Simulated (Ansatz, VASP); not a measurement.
# SbAs in two plane-wave programs

One calculation is typed for both programs; each brings its own data sets. How far apart do they land? The cell is generated by rule, not measured, and may not be a known phase. The cell is taken from a series of runs on this material, whose earlier steps may have relaxed, scaled, displaced or heated it; both programs get it as it stands.

Calculated with Ansatz 0.2.0; plane waves, with VASP 6.6.1 beside it; PBEsol.

## 1. The structure

It takes space group P6_3mc (No. 186, hexagonal). Conventional cell: a = 4.375 Å, b = 4.375 Å, c = 7.144 Å, α = 90.00°, β = 90.00°, γ = 120.00°. Nearest to Sb lie 4 As at 2.68 Å. Nearest to As lie 4 Sb at 2.68 Å. Farther neighbours are not listed.

## 2. VASP: single point, PBEsol, pair 1

A single point takes one fixed geometry, so differences don't come from the geometry; what else differs is listed under the comparison.

Lines of VASP's logs that name or quote its potential files are left out, and so is its time.

The input, INCAR:

```
SYSTEM = SbAs
PREC = Accurate
ENCUT = 500
EDIFF = 1E-06
NELM = 120
ISMEAR = 0
SIGMA = 0.1
LREAL = .FALSE.
ALGO = Normal
GGA = PS
NBANDS = 16
LORBIT = 11
LWAVE = .FALSE.
LCHARG = .FALSE.
ISIF = 2
LASPH = .TRUE.
GGA_COMPAT = .FALSE.
KPAR = 2
```

The input, POSCAR:

```
SbAs
1.0
    4.3747900000      0.0000000000      0.0000000000
   -2.1873900000      3.7886800000      0.0000000000
    0.0000000000      0.0000000000      7.1440300000
Sb As
2 2
Direct
    0.3333343333      0.6666676667      0.0000000000
    0.6666676667      0.3333343333      0.5000000000
    0.3333343333      0.6666676667      0.3750000000
    0.6666676667      0.3333343333      0.8750000000
```

The input, KPOINTS:

```
Automatic mesh
0
Gamma
6 6 4
0 0 0
```

Potentials, in the order of the species: Sb and As (PBE family, release 64).

Started as:

```
mpirun -np 2 vasp_std
```

Numbers of over 12 decimals in the logs are rounded to 6 here.

Output:

```text
[banner, memory and clock lines left out]
running    2 mpi-ranks, on    1 nodes
 distrk:  each k-point on    1 cores,    2 groups
 distr:  one band on    1 cores,    1 groups

 POSCAR found type information on POSCAR SbAs
 POSCAR found :  2 types and       4 ions
|                                                                             |
|               ----> ADVICE to this user running VASP <----                  |
|                                                                             |
|     You enforced a specific xc type in the INCAR file but a different       |
|     [... a line on the potential file left out ...]
|     I HOPE YOU KNOW WHAT YOU ARE DOING!                                     |
|                                                                             |

 LDA part: xc-table for (Slater+PW92), standard interpolation
 POSCAR, INCAR and KPOINTS ok, starting setup
 FFT: planning ... GRIDC
 FFT: planning ... GRID_SOFT
 FFT: planning ... GRID
 WAVECAR not read
 entering main loop
       N       E                     dE             d eps       ncg     rms          rms(c)
DAV:   1     0.899285070070E+02    0.89929E+02   -0.71735E+03   672   0.974E+02
DAV:   2    -0.105934665682E+02   -0.10052E+03   -0.97549E+02   880   0.160E+02
DAV:   3    -0.179796842493E+02   -0.73862E+01   -0.73431E+01   912   0.478E+01
DAV:   4    -0.180626188928E+02   -0.82935E-01   -0.82919E-01   752   0.607E+00
DAV:   5    -0.180637671629E+02   -0.11483E-02   -0.11482E-02   896   0.757E-01    0.544E+00
DAV:   6    -0.178735131036E+02    0.19025E+00   -0.32148E-01   768   0.247E+00    0.335E+00
DAV:   7    -0.178444624683E+02    0.29051E-01   -0.13261E-01   872   0.162E+00    0.752E-01
DAV:   8    -0.178408947547E+02    0.35677E-02   -0.11529E-02   760   0.586E-01    0.167E-01
DAV:   9    -0.178409640299E+02   -0.69275E-04   -0.18084E-03   816   0.258E-01    0.554E-02
DAV:  10    -0.178409566175E+02    0.74124E-05   -0.53297E-05   832   0.419E-02    0.203E-02
DAV:  11    -0.178409609750E+02   -0.43575E-05   -0.24322E-05   824   0.229E-02    0.492E-03
DAV:  12    -0.178409600946E+02    0.88035E-06   -0.28963E-06   608   0.972E-03
   1 F= -.17840960E+02 E0= -.17838777E+02  d E =-.436716E-02
```

From OUTCAR (step 2):

```text
ion  position               nearest neighbor table
   1  0.333  0.667  0.000-   4 2.68   4 2.68   4 2.68   3 2.68
   2  0.667  0.333  0.500-   3 2.68   3 2.68   3 2.68   4 2.68
   3  0.333  0.667  0.375-   2 2.68   2 2.68   2 2.68   1 2.68
   4  0.667  0.333  0.875-   1 2.68   1 2.68   1 2.68   2 2.68

  LATTYP: Found a hexagonal cell.
 ALAT       =     4.3747900000
 C/A-ratio  =     1.6329995268

 Subroutine GETGRP returns: Found 12 space group operations
 (whereof  6 operations were pure point group operations)

The static configuration has the point symmetry C_3v.
 The point group associated with its full space group is C_6v.

 Found     21 irreducible k-points:

   k-points           NKPTS =     21   k-points in BZ     NKDIM =     21   number of bands    NBANDS=     16

   dimension x,y,z NGX =    32 NGY =   32 NGZ =   54
   dimension x,y,z NGXF=    64 NGYF=   64 NGZF=  108

   ENCUT  =  500.0 eV  36.75 Ry    6.06 a.u.   7.98  7.98 13.03*2*pi/ulx,y,z

   NELECT =      20.0000    total number of electrons

 k-points in reciprocal lattice and weights: Automatic mesh
   0.00000000  0.00000000  0.00000000       0.007
   0.16666667  0.00000000  0.00000000       0.042
   0.33333333  0.00000000  0.00000000       0.042
   0.50000000 -0.00000000  0.00000000       0.021
   0.16666667  0.16666667  0.00000000       0.042
   0.33333333  0.16666667  0.00000000       0.083
   0.33333333  0.33333333  0.00000000       0.014
   0.00000000  0.00000000  0.25000000       0.014
   0.16666667  0.00000000  0.25000000       0.083
[...]
0.33333333  0.16666667  0.50000000       0.083
   0.33333333  0.33333333  0.50000000       0.014

 average (electrostatic) potential at core
       1 -87.7732       2 -87.7731       3 -49.7288       4 -49.7287

 E-fermi :   5.5361

 k-point     1 :       0.0000    0.0000    0.0000
  band No.  band energies     occupation
    ...
      8       2.8039      2.00000
      9       2.9322      2.00000
     10       2.9323      2.00000
     11       5.5009      1.38082
     12       5.5009      1.38070
     13       5.8583      0.00001
     14       7.2899      0.00000
     15       7.2899      0.00000
     16       9.3757      0.00000

 k-point     2 :       0.1667    0.0000    0.0000
  band No.  band energies     occupation
    ...
      6       1.4333      2.00000
      7       2.4302      2.00000
      8       2.5901      2.00000
      9       3.5421      2.00000
     10       3.8121      2.00000
     11       5.6473      0.11566
     12       6.0208      0.00000
     13       6.2353      0.00000
     14       7.3995      0.00000
     15       8.0609      0.00000
    ...

 k-point     3 :       0.3333    0.0000    0.0000
  band No.  band energies     occupation
    ...
      6       0.8991      2.00000
      7       1.5814      2.00000
      8       2.0689      2.00000
      9       3.9587      2.00000
     10       4.0333      2.00000
     11       6.3955      0.00000
     12       6.6787      0.00000
     13       6.7653      0.00000
     14       8.2938      0.00000
     15       9.3447      0.00000
    ...

  Total        6.1393793      6.1393816      4.3408785      0.0000081      0.0000000     -0.0000000
  in kB       83.0704651     83.0704969     58.7353833      0.0001096      0.0000000     -0.0000000
  external PRESSURE =      74.9587818 kB  Pullay stress =       0.0000000 kB

  energy-cutoff  :      500.00
  volume of cell :      118.41
      direct lattice vectors                 reciprocal lattice vectors
     4.374790000  0.000000000  0.000000000     0.228582401  0.131971784  0.000000000
    -2.187390000  3.788680000  0.000000000     0.000000000  0.263944171  0.000000000
     0.000000000  0.000000000  7.144030000     0.000000000  0.000000000  0.139977016

 POSITION                                       TOTAL-FORCE (eV/Angst)
 -----------------------------------------------------------------------------------
      0.00001      2.52579      0.00000         0.000000     -0.000000      0.153294
      2.18740      1.26290      3.57201        -0.000000      0.000000      0.153294
      0.00001      2.52579      2.67901         0.000000     -0.000000     -0.153294
      2.18740      1.26290      6.25103        -0.000000      0.000000     -0.153294
 -----------------------------------------------------------------------------------
    total drift:                               -0.000868     -0.001503     -0.000377

  FREE ENERGIE OF THE ION-ELECTRON SYSTEM (eV)
  ---------------------------------------------------
  free  energy   TOTEN  =       -17.8409600946 eV

  energy  without entropy=      -17.8365929362  energy(sigma->0) =      -17.83877652

 total charge
# of ion       s       p       d       tot
------------------------------------------
    1        1.256   1.133   0.046   2.435
    2        1.256   1.133   0.046   2.435
    3        1.335   1.395   0.039   2.770
    4        1.335   1.395   0.039   2.770
--------------------------------------------------
tot          5.183   5.057   0.170  10.410

[... 3 further parts left out ...]
```

The run ends at a pressure of 7.50 GPa, with forces up to 0.15 eV/Å.

## 3. Ansatz: single point, PBEsol, pair 1

Ansatz runs on its default PAW (the set named soft_2) files.

The same cell, functional, mesh and smearing now go to Ansatz, which takes its cutoff from its data sets.

The input, input.yaml:

```yaml
crystal:
  lattice:
    - [4.37479, 0.0, 0.0]
    - [-2.18739, 3.78868, 0.0]
    - [0.0, 0.0, 7.14403]
  atoms:
    - { symbol: Sb, position: [0.333333, 0.666667, 0.0] }
    - { symbol: Sb, position: [0.666667, 0.333333, 0.5] }
    - { symbol: As, position: [0.333333, 0.666667, 0.375] }
    - { symbol: As, position: [0.666667, 0.333333, 0.875] }
kpoints:
  mp_grid: { grid: [6, 6, 4] }
hamiltonian:
  xc: pbesol
scf:
  occupations: { method: gaussian, width: 0.1 }
output:
  forces: true
  stress: true
  eigenvalues: true
```

Started as:

```
ansatz run input.yaml --threads 4 --pin off --max-ram 7168MiB --backend cpu --events-out ev --progress --plain --runs-dir out
```

Output:

```text
Warning: the atoms were moved onto the symmetric positions of the space group found under crystal.symmetry.tolerance 1.0e-5 (fractional; no operation is sought that the atoms, as they stand in a round, miss by more than twice it, and no atom is moved by as much as it), and the run uses the moved positions. Before a round's move an operation carried an atom to 4.37e-6 Å from where it should land, the largest such dist [...]
Engine: ansatz 0.2.0, aarch64-unknown-linux-gnu
Pseudopotentials: kind: paw
Pseudopotential: Sb, paw, valence charge 15, recommended cutoff 420 eV (normal), Sb.paw.azcp
Pseudopotential: As, paw, valence charge 15, recommended cutoff 420 eV (normal), As.paw.azcp
Functional definition: PBEsol
  exchange = pbesol_x
  correlation = pbesol_c
Crystal: 4 atoms, lattice volume = 118.410 Å³
Basis set: ecut = 420 eV, 2297 PW (Γ), exchange–correlation on 60×60×96 points (8 copies of the dense FFT grid, shifted against one another)
Bands: 36, of which v1, the nominal top of the filled ones, is band 30 counted from 1 (29 counted from 0)
Symmetry: 12 space group operations
Space group: P63mc (ITA 186), of the structure as read, at distance tolerance 4.9e-5 Å
k-points: 21 of 144 (time reversal used)
Non-local potential: Sb, projectors of the file, l = 0: 2, l = 1: 2, l = 2: 2, l = 3: 2
Non-local potential: As, projectors of the file, l = 0: 2, l = 1: 2, l = 2: 3, l = 3: 1
PAW form: soft (Blöchl's): semilocal exchange-correlation on the pseudo side does not see the compensation charge
PAW frozen core: Sb, regenerated for the run's functional, and the local potential with it (the file was generated under x = pbe(κ = 0.804, μ = 0.219515), c = pbe(β = 0.066725))
PAW frozen core: As, regenerated for the run's functional, and the local potential with it (the file was generated under x = pbe(κ = 0.804, μ = 0.219515), c = pbe(β = 0.066725))
PAW one-centre angular grid: Sb, 590 points (default); XC on 64 Gauss nodes
PAW one-centre angular grid: As, 590 points (default); XC on 64 Gauss nodes
Initial density: superposition of atomic densities (neutral atoms: chi_scale 0, normalization atom), corrected by the library's trained network
Initial wavefunctions: pseudopotential atomic-orbital guess
Functional: x = pbesol(κ = 0.804, μ = 0.123457), c = pbesol(β = 0.046)
SCF iter   1: F=—  HF=-22440.734540 eV  |F-HF|=—  |Δ(HF+E_count)|=         —  Δρ=2.72e-3  dr2=6.14e-3  ethr=1.77e-3  ⟨swp⟩=6.0  Hψ=3015  notcnv=0
preconditioner: auto → LDOS  [metal: Δε(μ)=0.044 eV  Ē_g=8.478 eV  σ=0.100 eV  W_gap=0.24  n_scr=34 (ndim 8)  ℏωp=15.3 eV  f_vac=0.064  D(μ)=0.90/eV (n_scr^D=2)  β→1.0]
SCF iter   2: F=—  HF=-22440.731850 eV  |F-HF|=—  |Δ(HF+E_count)|=   2.69e-3  Δρ=9.08e-4  dr2=1.72e-3  ethr=1.02e-5  ⟨swp⟩=2.0  Hψ=1560  notcnv=0
SCF iter   3: F=—  HF=-22440.731278 eV  |F-HF|=—  |Δ(HF+E_count)|=   5.72e-4  Δρ=3.60e-4  dr2=2.31e-4  ethr=2.87e-6  ⟨swp⟩=2.0  Hψ=1365  notcnv=0
SCF iter   4: F=—  HF=-22440.731174 eV  |F-HF|=—  |Δ(HF+E_count)|=   1.04e-4  Δρ=6.31e-5  dr2=6.26e-6  ethr=3.85e-7  ⟨swp⟩=2.0  Hψ=1363  notcnv=0
SCF iter   5: F=—  HF=-22440.731175 eV  |F-HF|=—  |Δ(HF+E_count)|=   9.69e-7  Δρ=9.67e-6  dr2=1.51e-7  ethr=1.04e-8  ⟨swp⟩=3.0  Hψ=1176  notcnv=0
SCF iter   6: F=-22440.731175 eV  HF=-22440.731175 eV  |F-HF|=1.31e-8  |Δ(HF+E_count)|=   1.27e-8  Δρ=4.16e-6  dr2=2.65e-8  ethr=1.67e-10  ⟨swp⟩=7.8  Hψ=3402  notcnv=0
SCF 1 converged in 6 iterations: F = -22440.731175 eV  dr2 = 2.65e-8
  greatest PAW one-centre occupation: 0.999 electrons in one spin orbital (limit 2), on the As atom at site 3 (counted from 0), in its partial waves of l = 2
SCF converged after 6 iterations
Free energy (F): -22440.731175 eV
Harris-Foulkes:  -22440.731175 eV  (|F-HF|=1.31e-8)
Internal energy: -22440.726688 eV  (E = F + TS)
E sigma→0 (E₀):  -22440.728931 eV
Entropy (-TS):   -0.004487 eV (-1.122 meV/atom)
Fermi energy:    8.884563 eV
--- Per-component energies (eV) ---
  E_band       = -918.852048
  E_kinetic    = 624.529618
  E_local      = -7556.950878  (includes V_loc(G=0)·N_el)
  E_nonlocal   = -610.224456
  E_hartree    = 3748.041274
  E_xc         = -434.170205
  E_vxc        = -353.709139  (∫ρ·V_xc dr)
  E_paw        = -12580.971208  (= ΣΔE_a)
  E_vpaw       = -518.573387  (= ΣTr[D̂ρ^β])
  E_aug_tail   = 0.000013  (compensation charges beyond the density's cutoff)
  E_ewald      = -5633.577416
  E_core_change = 2.596571  (= ΣΔE_core)
  E_smearing   = -0.004487  (= −TS)
  E_closure    = 0.000000  (closes the sum)
  Σ components = -22440.731175   (vs F -22440.731175, Δ=0.00e0)
--- Forces (eV/Å), atoms counted from 1 ---
  atom   1  Sb     0.00000000     0.00000000     0.15280129
  atom   2  Sb    -0.00000000    -0.00000000     0.15280129
  atom   3  As     0.00000000     0.00000000    -0.15280472
  atom   4  As    -0.00000000    -0.00000000    -0.15280472
  max |Σ_I F_I| component: 6.86e-6 eV/Å
--- Stress (GPa, compression-positive) ---
        8.013591       0.000000       0.000000
        0.000000       8.013591       0.000000
        0.000000       0.000000       5.564773
  P = ⅓ Tr σ = 7.1973 GPa (71.973 kbar)
--- Band table (eV; the first three rows and the last of 21) ---
  k-point 0: bands = [... 26 lower, 5.7108, 6.1530, 6.2807, 6.2807, 8.8492, 8.8492, 9.2052, 10.6368, ... 2 higher]
  k-point 1: bands = [... 26 lower, 5.8813, 6.0498, 6.0498, 6.5179, 9.1287, 9.1287, 9.3336, 10.3483, ... 2 higher]
  k-point 2: bands = [... 26 lower, 5.6145, 5.6145, 6.3122, 6.3122, 9.7322, 9.7322, 9.7322, 9.7322, ... 2 higher]
  k-point 20: bands = [... 26 lower, 4.7967, 4.7967, 7.4342, 7.4342, 10.8592, 10.8592, 11.2277, 11.2277, ... 2 higher]
```

The run ends at a pressure of 7.20 GPa, with forces up to 0.15 eV/Å.

## 4. Side by side

Known differences besides the potentials themselves: the data sets hold 60 valence electrons in Ansatz (on its default PAW (the set named soft_2) files) and 20 in VASP; the cutoff is 420 eV in Ansatz and 500 eV in VASP; Ansatz makes its cores anew for this functional, VASP keeps those of its PBE data sets. Total energies have different zeros and are not compared.

Compared:

| quantity | Ansatz | VASP | difference |
| --- | --- | --- | --- |
| pressure (GPa) | 7.20 | 7.50 | -0.30 |

Forces (eV/Å; atoms numbered as in POSCAR):

```
atom        Ansatz x, y, z          VASP x, y, z
 Sb1   0.000, 0.000, 0.153   0.000, 0.000, 0.153
 Sb2   0.000, 0.000, 0.153   0.000, 0.000, 0.153
 As3  0.000, 0.000, -0.153  0.000, 0.000, -0.153
 As4  0.000, 0.000, -0.153  0.000, 0.000, -0.153
```

The forces differ by 0.3 meV/Å r.m.s., which is 0.3 % of the r.m.s. force of 0.088 eV/Å (both taken over all components).

## 5. VASP: single point, PBEsol, pair 2

A single point takes one fixed geometry, so differences don't come from the geometry; what else differs is listed under the comparison. This pair takes another cell of the material, with 8 atoms against 4 for the pair before.

Changes to INCAR since step 2:

```diff
@@ -5,4 +5,4 @@
 NELM = 120
-ISMEAR = 0
-SIGMA = 0.1
+ISMEAR = 1
+SIGMA = 0.2
 LREAL = .FALSE.
@@ -10,3 +10,3 @@
 GGA = PS
-NBANDS = 16
+NBANDS = 28
 LORBIT = 11
```

The input, POSCAR:

```
SbAs
1.0
   -4.8639947850      0.0000032096      0.0000000000
    0.0000000000      0.0000000000     -6.0103731548
   -0.0000055591     -8.4246860953      0.0000000000
Sb As
4 4
Direct
    0.4999999999      0.0351829437      0.1666666667
    0.9999999999      0.0351829437      0.6666666667
    0.9999999999      0.5351829437      0.3333333333
    0.4999999999      0.5351829437      0.8333333333
    0.4999999999      0.5898170563      0.1666666667
    0.9999999999      0.5898170563      0.6666666667
    0.9999999999      0.0898170563      0.3333333333
    0.4999999999      0.0898170563      0.8333333333
```

The input, KPOINTS:

```
Automatic mesh
0
Gamma
8 6 4
0 0 0
```

Started as:

```
mpirun -np 2 vasp_std
```

Output:

```text
[banner, memory and clock lines left out]
running    2 mpi-ranks, on    1 nodes
[...]
[... a notice as in an earlier step ...]

 LDA part: xc-table for (Slater+PW92), standard interpolation
 POSCAR, INCAR and KPOINTS ok, starting setup
[...]
entering main loop
       N       E                     dE             d eps       ncg     rms          rms(c)
DAV:   1     0.192383298652E+03    0.19238E+03   -0.13850E+04  3360   0.111E+03
DAV:   2    -0.174447670266E+02   -0.20983E+03   -0.20414E+03  4084   0.180E+02
DAV:   3    -0.370052976914E+02   -0.19561E+02   -0.19137E+02  4220   0.586E+01
DAV:   4    -0.375107770693E+02   -0.50548E+00   -0.50054E+00  4256   0.970E+00
[...]
DAV:  12    -0.371418584370E+02    0.17680E-05   -0.11934E-05  4248   0.151E-02    0.891E-03
DAV:  13    -0.371418612252E+02   -0.27882E-05   -0.85683E-06  3744   0.104E-02    0.294E-03
DAV:  14    -0.371418610268E+02    0.19846E-06   -0.67998E-07  2128   0.371E-03
   1 F= -.37141861E+02 E0= -.37141007E+02  d E =-.256285E-02
```

From OUTCAR (step 5):

```text
  Total        0.2731675      0.1384411      0.2439645     -0.0000001     -0.0000000      0.0000000
  in kB        1.7770163      0.9005907      1.5870439     -0.0000006     -0.0000000      0.0000000
  external PRESSURE =       1.4215503 kB  Pullay stress =       0.0000000 kB

 POSITION                                       TOTAL-FORCE (eV/Angst)
 -----------------------------------------------------------------------------------
     -2.43200     -1.40411     -0.21146         0.000000      0.000976     -0.046468
     -4.86400     -5.61645     -0.21146         0.000000      0.000976     -0.046468
     -4.86400     -2.80823     -3.21665        -0.000000     -0.000976     -0.046468
     -2.43200     -7.02057     -3.21665        -0.000000     -0.000976     -0.046468
     -2.43200     -1.40411     -3.54502        -0.000000     -0.000122      0.046468
     -4.86400     -5.61645     -3.54502        -0.000000     -0.000122      0.046468
     -4.86400     -2.80823     -0.53983         0.000000      0.000122      0.046468
     -2.43200     -7.02057     -0.53983         0.000000      0.000122      0.046468
 -----------------------------------------------------------------------------------
    total drift:                               -0.000001     -0.000000     -0.000659

  FREE ENERGIE OF THE ION-ELECTRON SYSTEM (eV)
  ---------------------------------------------------
  free  energy   TOTEN  =       -37.1418610268 eV

  energy  without entropy=      -37.1392981754  energy(sigma->0) =      -37.14100674

[... 3 further parts left out ...]
[key lines of the parts left out:]
E-fermi :   4.8002
```

The run ends at a pressure of 0.14 GPa, with forces up to 0.046 eV/Å.

(Continued in part 2 of 2.)

[Lines on the potential files, build, host, timing and source positions are cut from VASP's logs without a mark.]

[Logs are printed without paths, hosts, clocks, repeated set-up lines and the standing remarks that a program may print on its own settings, such as how far it seeks lower states.]

[Hosts, paths, dates, database ids (printed as entryN), source tags and the programs' standing remarks are cut or masked in the printed files.]
